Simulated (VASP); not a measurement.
## ZnS: structure and properties in VASP

What structure and properties does PBE + D3(BJ) give ZnS, and how near are they to the measured ones? The steps: full relaxation (PBE + D3(BJ)), second relaxation, density, ELF and potential (PBE + D3(BJ)), band structure (PBE + D3(BJ)), total and projected DOS (PBE + D3(BJ)), field gradients at the nuclei (PBE + D3(BJ)) and vibrations at Γ (PBE + D3(BJ)). The start is a cell from a database of measured crystal structures.

Main program and level: VASP 6.6.1; PBE with D3(BJ); plane waves and PAW (Zn, S).

**Measured values to reproduce.**

“On the Surface Hardening of Zinc Sulfide Windows by Gallium Sulfide” (2024, pmc:11595366) reports for ZnS, sphalerite (zinc blende), by powder X-ray diffraction (untreated commercial multispectral-grade CVD/HIP polycrystalline window): lattice constant a (cubic a, untreated; bracketed figure appears to be the next digit …) 5.411 Å [commercial polycrystalline ceramic window; bracketed digit ambiguous (next digit or …].

For ZnS, zincblende (literature value, sample not described, 19 K), “Electronic, vibrational, and thermodynamic properties of ZnS (zincblende and rocksalt structure)” (2009, arxiv:0911.5022) quotes earlier work: band gap (direct gap E0 at Gamma) 3.85 eV [literature value at 19 K; includes electron-phonon renormalization, which the paper puts …].

This is a report of a sequence of runs, with most program output left out.

The database entry behind the starting cell differs from later determinations by our own check (about 0.1 % short), so it need not match the best structure at ambient conditions.

## Step 1: The starting structure

Before any relaxation, the start is as follows. It takes space group F-43m (No. 216, cubic). Conventional cell: a = 5.404 Å, b = 5.404 Å, c = 5.404 Å, α = 90.00°, β = 90.00°, γ = 90.00°. Zn has 4 S at 2.34 Å nearest. Nearest to S lie 4 Zn at 2.34 Å. Farther neighbours and most contacts between anions are not listed.

## Step 2: Full relaxation (PBE + D3(BJ))

The start need not lie at this functional's minimum. ISIF = 3 frees volume, shape and positions, and EDIFFG sets the threshold on forces and stress at which the search stops. PBE, the usual starting point, adds the gradient of the density. A dispersion term adds the long-range attraction that semilocal functionals lack. D3 with Becke-Johnson damping keeps a finite attraction at short range.

The input, INCAR:

```
SYSTEM = ZnS
PREC = Accurate
ENCUT = 400
EDIFF = 1E-06
NELM = 100
ISMEAR = 0
SIGMA = 0.05
LREAL = .FALSE.
ALGO = Normal
GGA = PE
IVDW = 12
NBANDS = 15
LORBIT = 11
LWAVE = .FALSE.
LCHARG = .FALSE.
KPAR = 2
IBRION = 2
NSW = 60
ISIF = 3
EDIFFG = -0.01
```

The input, POSCAR:

```
ZnS
1.0
    0.0000000000      2.7020000000      2.7020000000
    2.7020000000      0.0000000000      2.7020000000
    2.7020000000      2.7020000000      0.0000000000
Zn S
1 1
Direct
    0.2500000000      0.2500000000      0.2500000000
    0.0000000000      0.0000000000      0.0000000000
```

The input, KPOINTS:

```
Automatic mesh
0
Gamma
7 7 7
0 0 0
```

The projector-augmented-wave data sets are Zn and S (PBE family, release 64).

Launch:

```sh
$ mpirun -np 2 vasp_std
```

Run time: 15 s. Hardware: 2 MPI ranks of AMD EPYC 7R43, shared host; peak memory 0.26 GiB.

The gap is read on the k-mesh alone, so it is an upper bound where the band edges lie off the mesh. The run keeps the 24 symmetry operations of its start, so it cannot find a distortion of lower symmetry.

The steps of the relaxation:

```csv
step,energy less that of the first step (eV),largest force (eV/Å),pressure (GPa),volume (Å³)
1,0.0000,0.0000,-1.21,39.45
2,-0.0022,0.0000,0.46,38.61
3,-0.0025,0.0000,0.03,38.82
```

```csv
"conventional cell, symmetrised",before,after,change
a (Å),5.404,5.375,-0.5 %
b (Å),5.404,5.375,-0.5 %
c (Å),5.404,5.375,-0.5 %
volume (Å³/atom),19.73,19.41,-1.6 %
```

Final coordinates:

```xyz
2
Lattice="0.0000 2.6874 2.6874 2.6874 0.0000 2.6874 2.6874 2.6874 0.0000" Properties=species:S:1:pos:R:3 pbc="T T T"
Zn    1.3437    1.3437    1.3437
S     0.0000    0.0000    0.0000
```

Numbers from this step:

- electrons: 18
- bands: 15
- irreducible k-points: 20
- symmetry operations: 24
- free energy (TOTEN): -7.463 eV
- Fermi energy: 2.477 eV
- pressure: 0.02776 GPa
- metallic: no
- valence top at k: 0, 0, 0
- conduction bottom at k: 0, 0, 0
- least direct gap at k: 0, 0, 0
- SCF cycles over all ionic steps: 25
- gap on the k-mesh: 2.183 eV
- least direct gap on the k-mesh: 2.183 eV

It ends with forces that vanish by symmetry and a pressure of 0.03 GPa. The volume lies -1.6 % from that of the database's start, which holds the thermal and zero-point expansion of its experiment.

## Step 3: Second relaxation

A relaxation keeps the plane waves of the cell it began with, so it is repeated from the new cell, on a basis made for it.

INCAR is that of step 2.

The input, POSCAR:

```
ZnS
1.0
    0.0000000000      2.6874314107      2.6874314107
    2.6874314107      0.0000000000      2.6874314107
    2.6874314107      2.6874314107      0.0000000000
Zn S
1 1
Direct
    0.2500000000      0.2500000000      0.2500000000
    0.0000000000      0.0000000000      0.0000000000
```

KPOINTS is that of step 2.

Launch:

```sh
$ mpirun -np 2 vasp_std
```

Wall time 6.8 s (2 MPI ranks); peak memory 0.26 GiB.

Little changed from the start: no atom moved by 0.005 Å and no cell edge by 0.1 %.

This step gave:

| Quantity | Value |
| --- | --- |
| free energy (TOTEN) | -7.462 eV |
| pressure | -0.001132 GPa |
| SCF cycles over all ionic steps | 12 |

It ends with forces that vanish by symmetry and a pressure of 0.00 GPa. The volume moved by under 0.01 %: the run met its threshold at the first step.

## Step 4: Density, ELF and potential (PBE + D3(BJ))

A single point on the relaxed cell gives a clean self-consistent state, with density, ELF and potential written out.

Changes to INCAR since step 3:

```diff
@@ -14,7 +14,5 @@
 LWAVE = .FALSE.
-LCHARG = .FALSE.
-KPAR = 2
-IBRION = 2
-NSW = 60
-ISIF = 3
-EDIFFG = -0.01
+LCHARG = .TRUE.
+ISIF = 2
+LELF = .TRUE.
+LVHAR = .TRUE.
```

POSCAR is that of step 3.

KPOINTS is that of step 3.

Launch:

```sh
$ mpirun -np 2 vasp_std
```

It took 8 s on 2 MPI ranks; peak memory 0.21 GiB; 14 s of CPU time.

Numbers from this step:

```
SCF cycles   : 12
bands        : 16
Fermi energy : 2.509 eV
pressure     : 0.00155 GPa
```

Valence electrons inside each PAW sphere by angular momentum. Sphere charges, by row:

```csv
atom,s (e),p (e),d (e),tot (e)
Zn1,0.524,0.49,9.801,10.81
S2,1.314,2.444,0,3.759
```

Electrostatic potential energy in the ac plane of a cell with a along [110], b along [-110] and c along [001] of the cube at fractional y = 0.000, with atoms of Zn and S within 0.2 Å of it. With pseudopotentials it is smooth inside the atoms' cores, unlike the true potential.

Ten even steps from '0' (-74 eV) to '9' (5 eV), each cell a mean:
```
027999997100489999840
468888888645888888885
999888889999988888899
999888889999988888899
999888889999988888899
999988899999998888999
999999999999999999999
999999999999999999999
999999999999999999999
999999999999999999999
999999999999999999999
789999999878999999998
148999998412699999962
017999996000389999830
```
Columns run along a (7.6 Å; values clipped at the 3rd and 97th percentile), rows up along c (5.4 Å), edges of the conventional cell, whose origin can differ from the input's. Atoms in or near the plane, at fractional coordinates: Zn at (0.75, 0.75), Zn at (0.25, 0.75), S at (0.50, 0.00), S at (0.00, 0.00).

ELF in the ac plane of a cell with a along [110], b along [-110] and c along [001] of the cube at fractional y = 0.000, with atoms of Zn and S within 0.2 Å of it. It is the smooth field of the valence electrons, not physical close to the nuclei.

Values, 8 rows by 16 columns, each cell a mean:
```
0.68 0.85 0.56 0.21 0.18 0.40 0.81 0.76 0.68 0.85 0.56 0.21 0.18 0.40 0.81 0.76
0.71 0.53 0.22 0.05 0.03 0.15 0.40 0.69 0.71 0.53 0.22 0.05 0.03 0.15 0.40 0.69
0.17 0.16 0.18 0.09 0.06 0.16 0.17 0.16 0.17 0.16 0.18 0.09 0.06 0.16 0.17 0.16
0.02 0.06 0.13 0.16 0.16 0.14 0.08 0.03 0.02 0.06 0.13 0.16 0.16 0.14 0.08 0.03
0.02 0.02 0.04 0.06 0.07 0.05 0.03 0.02 0.02 0.02 0.04 0.06 0.07 0.05 0.03 0.02
0.29 0.17 0.05 0.02 0.01 0.03 0.12 0.26 0.29 0.17 0.05 0.02 0.01 0.03 0.12 0.26
0.78 0.67 0.35 0.07 0.03 0.23 0.58 0.76 0.78 0.67 0.35 0.07 0.03 0.23 0.58 0.76
0.54 0.79 0.67 0.23 0.14 0.52 0.80 0.64 0.54 0.79 0.67 0.23 0.14 0.52 0.80 0.64
```
Columns run along a (7.6 Å), rows up along c (5.4 Å), edges of the conventional cell, whose origin can differ from the input's. Atoms in or near the plane, at fractional coordinates: Zn at (0.75, 0.75), Zn at (0.25, 0.75), S at (0.50, 0.00), S at (0.00, 0.00).

Valence density in the ac plane of a cell with a along [110], b along [-110] and c along [001] of the cube at fractional y = 0.000, with atoms of Zn and S within 0.2 Å of it. It is the smooth field of the valence electrons, not physical close to the nuclei.

Ten steps, logarithmic in the rise over the least value, from '0' (0 e/Å³) to '9' (17 e/Å³), each cell a mean:
```
343211123433432112343
443245423444323553234
222489742222226886222
111589851111137997211
001368631000025775100
000123210000012332100
000011100000000110000
000000000000000000000
000000000000000000000
000000000000000000000
110000000111100000011
321000001333210000123
443100013444321001234
143210123413421001343
```
Columns run along a (7.6 Å), rows up along c (5.4 Å), edges of the conventional cell, whose origin can differ from the input's. Atoms in or near the plane, at fractional coordinates: Zn at (0.75, 0.75), Zn at (0.25, 0.75), S at (0.50, 0.00), S at (0.00, 0.00).

In this run the pressure is 0.00 GPa, small enough to go on.

## Step 5: Band structure (PBE + D3(BJ))

Levels along the symmetry lines show where the bands peak and cross; KPOINTS_OPT computes them in the converged potential.

The input, INCAR:

```
SYSTEM = ZnS
PREC = Accurate
ENCUT = 400
EDIFF = 1E-06
NELM = 100
ISMEAR = 0
SIGMA = 0.05
LREAL = .FALSE.
ALGO = Normal
GGA = PE
IVDW = 12
NBANDS = 21
LORBIT = 11
LWAVE = .FALSE.
LCHARG = .FALSE.
KPAR = 2
```

POSCAR is that of step 4.

KPOINTS is that of step 4.

The input, KPOINTS_OPT:

```
Line mode
16
Line-mode
Reciprocal
  0.00000000   0.00000000   0.00000000 GAMMA
  0.50000000   0.00000000   0.50000000 X

  0.50000000   0.00000000   0.50000000 X
  0.50000000   0.25000000   0.75000000 W

  0.50000000   0.25000000   0.75000000 W
  0.37500000   0.37500000   0.75000000 K

  0.37500000   0.37500000   0.75000000 K
  0.00000000   0.00000000   0.00000000 GAMMA

  0.00000000   0.00000000   0.00000000 GAMMA
  0.50000000   0.50000000   0.50000000 L

  0.50000000   0.50000000   0.50000000 L
  0.62500000   0.25000000   0.62500000 U

  0.62500000   0.25000000   0.62500000 U
  0.50000000   0.25000000   0.75000000 W

  0.50000000   0.25000000   0.75000000 W
  0.50000000   0.50000000   0.50000000 L

  0.50000000   0.50000000   0.50000000 L
  0.37500000   0.37500000   0.75000000 K

  0.62500000   0.25000000   0.62500000 U
  0.50000000   0.00000000   0.50000000 X
```

Launch:

```sh
$ mpirun -np 2 vasp_std
```

It took 44 s on 2 MPI ranks; peak memory 0.26 GiB.

Numbers from this step:

```
bands                             : 21
Fermi energy                      : 2.590 eV
pressure                          : 0.006445 GPa
least gap on mesh and path        : 2.183 eV
least direct gap on mesh and path : 2.183 eV
```

The electronic bands at the labelled points (eV, zero at the valence-band top; v1 is the highest filled band, c1 the lowest empty one):

```csv
point,v4,v3,v2,v1,c1,c2,c3,c4
Γ,-5.89,0.00,0.00,0.00,2.18,6.38,6.38,6.38
0.47 of the way,-5.85,-2.39,-1.15,-1.15,4.49,4.67,8.34,8.34
X,-5.66,-4.62,-2.28,-2.28,3.37,4.07,11.09,12.08
0.47 of the way,-5.58,-4.64,-2.54,-2.51,4.15,4.78,9.88,10.17
W,-5.47,-4.67,-2.83,-2.78,5.70,6.11,7.91,8.23
0.47 of the way,-5.50,-4.68,-3.07,-2.28,4.89,6.04,8.45,8.99
K,-5.53,-4.70,-3.19,-1.85,4.11,6.00,9.44,9.83
0.47 of the way,-5.85,-3.33,-1.92,-0.58,4.66,6.59,6.98,7.42
Γ,-5.89,0.00,0.00,0.00,2.18,6.38,6.38,6.38
0.47 of the way,-5.89,-2.64,-0.44,-0.44,3.51,6.82,6.99,6.99
L,-5.68,-5.40,-0.89,-0.89,3.34,6.91,6.91,8.94
0.53 of the way,-5.62,-5.03,-2.32,-1.32,4.49,6.27,8.06,8.71
U,-5.53,-4.70,-3.19,-1.85,4.11,6.00,9.44,9.83
0.47 of the way,-5.51,-4.68,-3.10,-2.20,4.73,6.03,8.61,9.14
W,-5.47,-4.67,-2.83,-2.78,5.70,6.11,7.91,8.23
0.47 of the way,-5.60,-4.93,-2.51,-1.58,5.03,5.92,7.86,9.21
L,-5.68,-5.40,-0.89,-0.89,3.34,6.91,6.91,8.94
0.47 of the way,-5.63,-5.10,-2.08,-1.23,4.40,6.24,7.81,8.80
K,-5.53,-4.70,-3.19,-1.85,4.11,6.00,9.44,9.83
jump to U,-5.53,-4.70,-3.19,-1.85,4.11,6.00,9.44,9.83
0.47 of the way,-5.60,-4.64,-2.71,-2.15,3.72,4.68,10.33,11.05
X,-5.66,-4.62,-2.28,-2.28,3.37,4.07,11.09,12.08
```

Of the projections kept (Zn, S), the largest for each band there; the rest of the weight can lie on other orbitals:

```csv
point,v4,v3,v2,v1,c1,c2,c3,c4
Γ,Zn 1.00,S 0.74,S 0.74,S 0.74,Zn 0.51,Zn 0.98,Zn 0.98,Zn 0.98
X,Zn 0.97,Zn 0.72,S 0.71,S 0.71,Zn 0.79,Zn 0.80,S 0.78,Zn 0.60
W,Zn 0.97,Zn 0.59,S 0.70,S 0.57,S 0.59,Zn 0.53,Zn 0.77,Zn 0.78
K,Zn 0.97,Zn 0.59,S 0.60,S 0.70,Zn 0.78,Zn 0.50,S 0.61,Zn 0.64
Γ,Zn 1.00,S 0.74,S 0.74,S 0.74,Zn 0.51,Zn 0.98,Zn 0.98,Zn 0.98
L,Zn 0.97,S 0.52,S 0.72,S 0.72,Zn 0.70,Zn 0.91,Zn 0.91,S 0.77
```

The path finds the gap of the mesh within 0.02 eV, so the mesh comes close to both band edges.

## Step 6: Total and projected DOS (PBE + D3(BJ))

Here the states are counted by energy and projected on the atoms. The mesh is finer than in the run before.

Changes to INCAR since step 5:

```diff
@@ -5,3 +5,3 @@
 NELM = 100
-ISMEAR = 0
+ISMEAR = -5
 SIGMA = 0.05
@@ -16 +16,2 @@
 KPAR = 2
+NEDOS = 2001
```

POSCAR is that of step 5.

The input, KPOINTS:

```
Automatic mesh
0
Gamma
11 11 11
0 0 0
```

Launch:

```sh
$ mpirun -np 2 vasp_std
```

The job ended after 28 s (2 MPI ranks; peak memory 0.27 GiB).

This step gave:

- irreducible k-points: 56
- Fermi energy: 2.267 eV
- pressure: -8.61e-4 GPa

The density of states has structure finer than the step of the table below, so its rows give means over 1 eV, whole bins alone (the curve runs from -12.0 to 10.1 eV). Peaks (eV: height): total -6.3: 23.5, -5.9: 29.4; S p -6.3: 1.25, -4.6: 0.797, -1.0: 0.828, 6.1: 0.346; Zn d -6.3: 20.0, -5.9: 28.3; Zn s -6.4: 0.171, -4.6: 0.738, 4.5: 0.371, 6.1: 0.199; Zn p -2.0: 0.179, 4.4: 0.144, 6.2: 0.268, 7.3: 0.410.

States under -12.0 eV and over 10.1 eV are left out. Density of states against energy, zero at the valence-band top; means over each step; values in states/eV/cell:

```csv
energy (eV),total,S p,Zn d,Zn s,Zn p,S s
-8,0,0,0,0,0,0
-7,0.0323,0.00249,0.0242,0.00108,3.2e-5,8.8e-6
-6,9.91,0.296,8.88,0.0753,0.0246,0.0191
-5,0.906,0.204,0.187,0.169,0.0213,0.0130
-4,0.720,0.163,0.163,0.116,0.0199,0.0251
-3,0.959,0.306,0.125,0.0461,0.0794,0.0176
-2,1.77,0.691,0.177,0.0329,0.165,0.0124
-1,1.50,0.675,0.170,0.0113,0.119,0.00491
0,0.202,0.100,0.0277,5.8e-4,0.0103,3.3e-4
1,0,0,0,0,0,0
2,9.9e-4,8.3e-5,0,2.6e-4,0,2.4e-4
3,0.0631,0.00705,6.7e-4,0.0142,0.00197,0.0112
4,1.09,0.100,0.0350,0.194,0.0755,0.0862
5,1.30,0.164,0.0523,0.229,0.0830,0.0486
6,1.33,0.191,0.0494,0.115,0.142,0.0165
7,1.25,0.0970,0.0405,0.0166,0.256,0.00924
8,1.34,0.153,0.0523,0.0242,0.225,0.0213
9,1.08,0.164,0.0539,0.0167,0.140,0.0115
```

The gap on this mesh is 2.18 eV. In the top eV of the valence band the largest shares in the PAW spheres are S p 47 %, Zn d 12 % and Zn p 7 %; in the lowest eV of the conduction band, Zn s 24 %, S s 21 % and S p 11 %. The rest lies in smaller channels or between the spheres.

## Step 7: Field gradients at the nuclei (PBE + D3(BJ))

Field gradients probe how far the charge around each nucleus departs from cubic symmetry; LASPH keeps the non-spherical terms inside the spheres.

The input, INCAR:

```
SYSTEM = ZnS
PREC = Accurate
ENCUT = 400
EDIFF = 1E-07
NELM = 100
ISMEAR = 0
SIGMA = 0.05
LREAL = .FALSE.
ALGO = Normal
GGA = PE
IVDW = 12
NBANDS = 15
LORBIT = 11
LWAVE = .FALSE.
LCHARG = .FALSE.
KPAR = 2
LEFG = .TRUE.
LASPH = .TRUE.
```

POSCAR is that of step 6.

The input, KPOINTS:

```
Automatic mesh
0
Gamma
7 7 7
0 0 0
```

Launch:

```sh
$ mpirun -np 2 vasp_std
```

Wall time 14 s (2 MPI ranks); peak memory 0.26 GiB; 24 s of CPU time.

This step gave:

```
SCF cycles                     : 14
bands                          : 15
irreducible k-points           : 20
free energy (TOTEN)            : -7.463 eV
Fermi energy                   : 2.476 eV
pressure                       : -0.02184 GPa
gap on the k-mesh              : 2.184 eV
least direct gap on the k-mesh : 2.184 eV
```

Electric field gradients, by row:

```csv
atom,Vxx (V/Å²),Vyy (V/Å²),Vzz (V/Å²),asymmetry
Zn1,0.002,0.002,-0.004,-
S2,0,0,0,-
```

All gradients vanish within the noise.

The run ends at a pressure of -0.02 GPa.

## Step 8: Vibrations at Γ (PBE + D3(BJ))

Zone-centre modes test whether the atoms sit at a minimum within this cell. IBRION = 6 takes the force constants from differences of forces between displaced cells, so the forces must be tight.

Changes to INCAR since step 7:

```diff
@@ -3,3 +3,3 @@
 ENCUT = 400
-EDIFF = 1E-07
+EDIFF = 1E-08
 NELM = 100
@@ -16,3 +16,6 @@
 KPAR = 2
-LEFG = .TRUE.
-LASPH = .TRUE.
+IBRION = 6
+NFREE = 2
+POTIM = 0.015
+ISIF = 2
+NSW = 1
```

POSCAR is that of step 7.

The input, KPOINTS:

```
Automatic mesh
0
Gamma
14 14 14
0 0 0
```

Launch:

```sh
$ mpirun -np 2 vasp_std
```

Wall time 5.7 min (2 MPI ranks); peak memory 0.71 GiB.

The last energy, forces, stress and levels in OUTCAR belong to the last displaced cell, not to the cell of POSCAR.

This step gave:

| Property | Result |
| --- | --- |
| irreducible k-points | 104 |
| pressure of the cell | -0.01203 GPa |
| largest force of the cell | 0 eV/Å |

Transverse limit, no LO-TO splitting. Modes at Γ, with each element's share of the kinetic energy:

```csv
mode,frequency (cm⁻¹),symmetry,Zn %,S %
1,-0.4,acoustic,67,33
2,-0.4,acoustic,67,33
3,-0.4,acoustic,67,33
4,280.7,T2,33,67
5,280.7,T2,33,67
6,280.7,T2,33,67
```

Displacements in mode 6 (280.7 cm⁻¹), the largest set to 1:
```
Zn1  0.01 -0.08 -0.49
S2  -0.01  0.16  1.00
```

The three acoustic modes lie within 0.4 cm⁻¹ of zero, and all others are real. By the characters of their eigenvectors the optical modes sort into (cm⁻¹) Raman active: T2 281; infrared active: T2 281.

## Step 9: Outcome

- relaxed volume: 19.41 Å³/atom
- relaxed conventional cell a, b, c: 5.375, 5.375, 5.375 Å
- space group after relaxing, within 0.02 Å: F-43m (No. 216)
- band gap: 2.18 eV, direct
- gap among the points of the DOS mesh alone, an upper bound: 2.18 eV
- largest field gradient Vzz: zero within the noise on all sites
- highest zone-centre mode: 281 cm⁻¹

In words: With PBE + D3(BJ), ZnS relaxes to 19.41 Å³/atom in space group F-43m (held by the symmetry of the run) and has a direct gap of 2.18 eV. Against the listed cell the volume lies -1.6 %. Band structure (PBE + D3(BJ)): On this path the gap is direct, 2.18 eV, with the valence top at Γ and the conduction bottom at Γ. Vibrations at Γ (PBE + D3(BJ)): The highest mode in this list at Γ, 280.7 cm⁻¹, has its largest share on S (67 % of the kinetic energy). Semilocal functionals usually underestimate gaps. Modes at Γ alone can't show that the crystal is stable at other wave vectors, and the LO-TO splitting is not included. No search among competing phases was made, and a listed structure need not be the one stable at ambient conditions. All values are for a static lattice at zero temperature.

Calculation against experiment:

| quantity | measured | PBE with D3(BJ) |
| --- | --- | --- |
| lattice constant a (Å) | 5.411 | 5.375 (-0.7 %) |
| band gap (direct gap) (eV) | 3.85 | 2.18 (-1.67 eV) |

Measured values from pmc:11595366 (2024) and arxiv:0911.5022 (2009).

How well it matches: The lattice constant a is off by -0.7 %: good agreement. The band gap is off by -1.67 eV: a clear miss. Local and semilocal functionals usually give gaps below the measured ones. Zero-point and thermal motion shift the measured gap. The grades are ours: good and fair within 0.7 and 1.5 % for the lattice constant a. For lattice constants the calculation has a static lattice, without zero-point motion or thermal expansion.

[Lines on the potential files, build, host, timing and source positions are cut from VASP's logs without a mark.]

[Logs are printed without paths, hosts, clocks, repeated set-up lines and the standing remarks that a program may print on its own settings, such as how far it seeks lower states.]

[Hosts, paths, dates, database ids (printed as entryN), source tags and the programs' standing remarks are cut or masked in the printed files.]

[A measured line is paired with the nearest computed mode of its activity, which favours agreement.]
